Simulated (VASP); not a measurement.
# MnAu2: structure and properties in VASP

What structure does MnAu2 take at this level, and what are its properties? The steps: magnetic order: ferromagnetic, magnetic order: antiferromagnetic, q = (0, 0, 1/2), magnetic order: antiferromagnetic, q = (1/2, 1/2, 1/2), magnetic order: antiferromagnetic, q = (1/2, 0, 0), the orders side by side, full relaxation (PBEsol), second relaxation, single point with fields (PBEsol), bands along the symmetry lines (PBEsol), density of states (PBEsol), volume scan with PBEsol, fit for PBEsol and independent-particle dielectric function (PBEsol). The start is a computed cell from the Materials Project.

Main program and level: VASP 6.6.1; PBEsol, spin-polarised from a ferromagnetic start (one magnetic atom a cell); plane waves and PAW (Mn_pv, Au), in the first sound run; inputs show where later runs differ.

### 1. Set-up

Symmetry: I4/mmm, No. 139, tetragonal system. The conventional cell has a = 3.388 Å, b = 3.388 Å, c = 8.755 Å, α = 90.00°, β = 90.00°, γ = 90.00°. Nearest to Mn lie 10 Au at 2.78 to 2.97 Å. Nearest to Au lie 5 Mn at 2.78 to 2.97 Å and 5 Au at 2.81 to 2.86 Å. Farther neighbours are not listed.

Structure file:

```cif
data_structure
_symmetry_space_group_name_H-M 'P 1'
_symmetry_Int_Tables_number 1
_cell_length_a 3.3882
_cell_length_b 3.3882
_cell_length_c 4.9904
_cell_angle_alpha 109.845
_cell_angle_beta 70.155
_cell_angle_gamma 90.000
_cell_volume 50.26
loop_
_atom_site_label
_atom_site_type_symbol
_atom_site_fract_x
_atom_site_fract_y
_atom_site_fract_z
_atom_site_occupancy
Mn1 Mn 0.00000 0.00000 0.00000 1
Au2 Au 0.66033 0.33967 0.67934 1
Au3 Au 0.33967 0.66033 0.32066 1
```

### 2. Magnetic order: ferromagnetic

The properties of a magnet depend on its order, so a few collinear patterns are compared first on the cell as listed, beginning with all moments parallel. PBEsol restores the gradient expansion of exchange and is tuned for the cells of solids.

Input file INCAR:

```
SYSTEM = MnAu2
PREC = Accurate
ENCUT = 400
EDIFF = 1E-06
NELM = 100
ISMEAR = 1
SIGMA = 0.2
LREAL = .FALSE.
ALGO = Normal
GGA = PS
NBANDS = 28
ISPIN = 2
MAGMOM = 4 0 0
LASPH = .TRUE.
LMAXMIX = 4
LORBIT = 11
LWAVE = .FALSE.
LCHARG = .FALSE.
KPAR = 8
ISIF = 2
```

Input file POSCAR:

```
MnAu2
1.0
    0.0000000000     -3.3882358368      0.0000000000
   -3.3882358368      0.0000000000      0.0000000000
    1.6941179184     -1.6941179184     -4.3776572986
Mn Au
1 2
Direct
    0.0000000000      0.0000000000      0.0000000000
    0.6603277800      0.3396722200      0.6793444400
    0.3396722200      0.6603277800      0.3206555600
```

Input file KPOINTS:

```
Automatic mesh
0
Gamma
7 7 7
0 0 0
```

The projector-augmented-wave data sets are Mn_pv and Au (PBE family, release 64).

Command:

```console
$ mpirun -np 8 vasp_std
```

Log:

```text
[banner, memory and clock lines left out]
running    8 mpi-ranks, on    1 nodes
 distrk:  each k-point on    1 cores,    8 groups
 distr:  one band on    1 cores,    1 groups

 POSCAR found type information on POSCAR MnAu
 POSCAR found :  2 types and       3 ions
|                                                                             |
|           W    W    AA    RRRRR   N    N  II  N    N   GGGG   !!!           |
|           W    W   A  A   R    R  NN   N  II  NN   N  G    G  !!!           |
|           W    W  A    A  R    R  N N  N  II  N N  N  G       !!!           |
|           W WW W  AAAAAA  RRRRR   N  N N  II  N  N N  G  GGG   !            |
|           WW  WW  A    A  R   R   N   NN  II  N   NN  G    G                |
|           W    W  A    A  R    R  N    N  II  N    N   GGGG   !!!           |
|                                                                             |
|     For optimal performance we recommend to set                             |
|       NCORE = 2 up to number-of-cores-per-socket                            |
|     NCORE specifies how many cores store one orbital (NPAR=cpu/NCORE).      |
|     This setting can greatly improve the performance of VASP for DFT.       |
|     The default, NCORE=1 might be grossly inefficient on modern             |
|     multi-core architectures or massively parallel machines. Do your        |
|     Unfortunately you need to use the default for GW and RPA                |
|     calculations (for HF NCORE is supported but not extensively tested      |
|     yet).                                                                   |
|                                                                             |

|                                                                             |
|               ----> ADVICE to this user running VASP <----                  |
|                                                                             |
|     You enforced a specific xc type in the INCAR file but a different       |
|     [... a line on the potential file left out ...]
|     I HOPE YOU KNOW WHAT YOU ARE DOING!                                     |
|                                                                             |

 LDA part: xc-table for (Slater+PW92), standard interpolation
 POSCAR, INCAR and KPOINTS ok, starting setup
 FFT: planning ... GRIDC
 FFT: planning ... GRID_SOFT
 FFT: planning ... GRID
 WAVECAR not read
 entering main loop
       N       E                     dE             d eps       ncg     rms          rms(c)
DAV:   1     0.256262291649E+03    0.25626E+03   -0.15715E+04  4664   0.110E+03
DAV:   2    -0.968261129318E+01   -0.26594E+03   -0.25043E+03  4584   0.317E+02
DAV:   3    -0.192370868233E+02   -0.95545E+01   -0.94234E+01  5036   0.679E+01
DAV:   4    -0.193335377255E+02   -0.96451E-01   -0.96414E-01  4996   0.671E+00
DAV:   5    -0.193353516898E+02   -0.18140E-02   -0.18139E-02  4852   0.921E-01    0.149E+01
DAV:   6    -0.180810671670E+02    0.12543E+01   -0.63762E+00  4776   0.280E+01    0.111E+01
DAV:   7    -0.178365448145E+02    0.24452E+00   -0.17707E+00  4832   0.270E+01    0.804E+00
DAV:   8    -0.177106080888E+02    0.12594E+00   -0.27376E-01  4832   0.583E+00    0.380E+00
DAV:   9    -0.177024356927E+02    0.81724E-02   -0.37110E-02  5236   0.237E+00    0.164E+00
DAV:  10    -0.177027955670E+02   -0.35987E-03   -0.12629E-02  4800   0.113E+00    0.193E-01
DAV:  11    -0.177029196963E+02   -0.12413E-03   -0.11058E-03  4784   0.346E-01    0.679E-02
DAV:  12    -0.177029372252E+02   -0.17529E-04   -0.13656E-04  4852   0.849E-02    0.366E-02
DAV:  13    -0.177029391079E+02   -0.18827E-05   -0.79558E-06  4896   0.200E-02    0.136E-02
DAV:  14    -0.177029386613E+02    0.44662E-06   -0.12767E-06  3304   0.866E-03
   1 F= -.17702939E+02 E0= -.17703799E+02  d E =0.258123E-02  mag=     4.0318
```

Elapsed: 7.6 s, on 8 MPI ranks of Intel Xeon 6975P-C (Granite Rapids), shared host; peak memory 1.7 GiB; 45 s of CPU time.

The logs omit lines about the potential files and the build; timing stands in the text.

Parts of OUTCAR (step 2):

```text
ion  position               nearest neighbor table
   1  0.000  0.000  0.000-   2 2.78   3 2.78   2 2.78   3 2.78   2 2.78   3 2.78   3 2.78   2 2.78
                             3 2.97   2 2.97
   2  0.660  0.340  0.679-   1 2.78   1 2.78   1 2.78   1 2.78   3 2.81   3 2.86   3 2.86   3 2.86
                             3 2.86   1 2.97
   3  0.340  0.660  0.321-   1 2.78   1 2.78   1 2.78   1 2.78   2 2.81   2 2.86   2 2.86   2 2.86
                             2 2.86   1 2.97

  LATTYP: Found a body centered tetragonal cell.
 ALAT       =     3.3882358368
 C/A-ratio  =     2.5840334082

 Subroutine GETGRP returns: Found 16 space group operations
 (whereof 16 operations were pure point group operations)

The static configuration has the point symmetry D_4h.

 Found     40 irreducible k-points:

   k-points           NKPTS =     40   k-points in BZ     NKDIM =     40   number of bands    NBANDS=     28

   dimension x,y,z NGX =    24 NGY =   24 NGZ =   36
   dimension x,y,z NGXF=    48 NGYF=   48 NGZF=   72

   ENCUT  =  400.0 eV  29.40 Ry    5.42 a.u.   5.53  5.53  8.14*2*pi/ulx,y,z

   NELECT =      35.0000    total number of electrons

 k-points in reciprocal lattice and weights: Automatic mesh
   0.00000000  0.00000000  0.00000000       0.003
   0.14285714  0.00000000  0.00000000       0.023
   0.28571429  0.00000000 -0.00000000       0.023
   0.42857143  0.00000000 -0.00000000       0.023
   0.14285714  0.14285714  0.00000000       0.012
   0.28571429  0.14285714 -0.00000000       0.047
   0.42857143  0.14285714  0.00000000       0.047
  -0.42857143  0.14285714  0.00000000       0.047
  -0.28571429  0.14285714  0.00000000       0.047
[...]
0.00000000  0.00000000  0.42857143       0.006
  -0.14285714  0.00000000  0.42857143       0.012

 average (electrostatic) potential at core
       1 -66.0295       2 -65.1089       3 -65.1089

 E-fermi :   8.4630

 spin component 1
 k-point     1 :       0.0000    0.0000    0.0000
  band No.  band energies     occupation
    ...
     15       5.6137      1.00000
     16       6.0412      1.00000
     17       6.0412      1.00000
     18       6.4658      1.00000
     19       6.8312      1.00000
     20      10.6636     -0.00000
     21      10.9203     -0.00000
     22      17.5798      0.00000
     23      17.5798      0.00000
     24      17.7725      0.00000
    ...

 k-point     2 :       0.1429    0.0000    0.0000
  band No.  band energies     occupation
    ...
     15       5.6718      1.00000
     16       6.0223      1.00000
     17       6.4241      1.00000
     18       6.5709      1.00000
     19       7.0369      1.00000
     20      10.0706     -0.00000
     21      12.2485     -0.00000
     22      14.2901      0.00000
     23      15.8196      0.00000
     24      17.0665      0.00000
    ...

 k-point     3 :       0.2857    0.0000   -0.0000
  band No.  band energies     occupation
    ...
     15       5.8266      1.00000
     16       6.1353      1.00000
     17       6.3617      1.00000
     18       6.9934      1.00000
     19       7.1977      1.00000
     20       9.3789     -0.00000
     21      10.7198     -0.00000
     22      13.5247      0.00000
     23      14.9566      0.00000
     24      17.4837      0.00000
    ...

 k-point     4 :       0.4286    0.0000   -0.0000
  band No.  band energies     occupation
    ...
     16       6.3426      1.00000
     17       6.6528      1.00000
     18       6.9000      1.00000
     19       7.2237      1.00000
     20       7.7061      1.00000
     21       8.5171      0.27983
     22      12.8026      0.00000
     23      17.6876      0.00000
     24      19.0020      0.00000
     25      20.3662      0.00000
    ...

 k-point     5 :       0.1429    0.1429    0.0000
  band No.  band energies     occupation
    ...
     15       5.6530      1.00000
     16       6.0774      1.00000
     17       6.4107      1.00000
     18       6.7091      1.00000
     19       7.0397      1.00000
     20      11.3743     -0.00000
     21      11.6005     -0.00000
     22      14.3621      0.00000
     23      15.0838      0.00000
     24      15.9625      0.00000
    ...

 k-point     6 :       0.2857    0.1429   -0.0000
  band No.  band energies     occupation
    ...
     15       5.7825      1.00000
     16       6.0715      1.00000
     17       6.3679      1.00000
     18       6.9242      1.00000
     19       7.0263      1.00000
     20      10.8408     -0.00000
     21      11.6433     -0.00000
     22      12.8607      0.00000
     23      14.1667      0.00000
     24      15.7344      0.00000
    ...

  Total       -2.0824068     -2.0824068     -2.2352930      0.0000000      0.0000000      0.0000000
  in kB      -66.3876245    -66.3876245    -71.2616732      0.0000000      0.0000000      0.0000000
  external PRESSURE =     -68.0123074 kB  Pullay stress =       0.0000000 kB

  energy-cutoff  :      400.00
  volume of cell :       50.26
      direct lattice vectors                 reciprocal lattice vectors
     0.000000000 -3.388235837  0.000000000     0.000000000 -0.295138842  0.114216341
    -3.388235837  0.000000000  0.000000000    -0.295138842  0.000000000 -0.114216341
     1.694117918 -1.694117918 -4.377657299     0.000000000  0.000000000 -0.228432683

 POSITION                                       TOTAL-FORCE (eV/Angst)
 -----------------------------------------------------------------------------------
      0.00000      0.00000      0.00000         0.000000      0.000000      0.000000
      0.00000     -3.38824     -2.97394        -0.000000      0.000000     -0.002738
     -1.69412     -1.69412     -1.40372         0.000000     -0.000000      0.002738
 -----------------------------------------------------------------------------------
    total drift:                               -0.000000     -0.000000     -0.000000

  FREE ENERGIE OF THE ION-ELECTRON SYSTEM (eV)
  ---------------------------------------------------
  free  energy   TOTEN  =       -17.7029386613 eV

  energy  without entropy=      -17.7055198957  energy(sigma->0) =      -17.70379907

 total charge
# of ion       s       p       d       tot
------------------------------------------
    1        0.261   6.204   4.938  11.403
    2        0.616   0.389   8.678   9.683
    3        0.616   0.389   8.678   9.683
--------------------------------------------------
tot          1.492   6.982  22.295  30.769

 magnetization (x)
# of ion       s       p       d       tot
------------------------------------------
    1        0.027   0.016   3.812   3.855
    2       -0.034  -0.026   0.093   0.033
    3       -0.034  -0.026   0.093   0.033
--------------------------------------------------
tot         -0.042  -0.035   3.997   3.920

[... 6 further parts left out ...]
```

The k-mesh is coarse for a metal. The PAW data sets were made with PBE, which is usual practice but a small mismatch for other functionals. At this level the cell is under a tension of 6.8 GPa, so at these settings it is away from equilibrium.

This step gave:

```yaml
scf_cycles: 14
electrons: 35
bands: 28
irreducible_k_points: 40
symmetry_operations: 16
free_energy_toten: -17.70 eV
energy_at_zero_smearing: -17.70 eV
fermi_energy: 8.463 eV
pressure: -6.801 GPa
moment_of_the_cell_from_the_last_line_of_the_log: 4.032 μB
metallic: yes
```

Spin moment in the PAW sphere by atom:

| atom | spin moment in the PAW sphere (μB) |
| --- | --- |
| Mn1 | 3.85 |
| Au2 | 0.03 |
| Au3 | 0.03 |

The run ends ferromagnetic with a largest moment of 3.85 μB, and the mesh shows no gap.

(Continued in part 2 of 7.)

[Lines on the potential files, build, host, timing and source positions are cut from VASP's logs without a mark.]

[Logs are printed without paths, hosts, clocks, repeated set-up lines and the standing remarks that a program may print on its own settings, such as how far it seeks lower states.]

[Hosts, paths, dates, database ids (printed as entryN), source tags and the programs' standing remarks are cut or masked in the printed files.]

[A measured line is paired with the nearest computed mode of its activity, which favours agreement.]
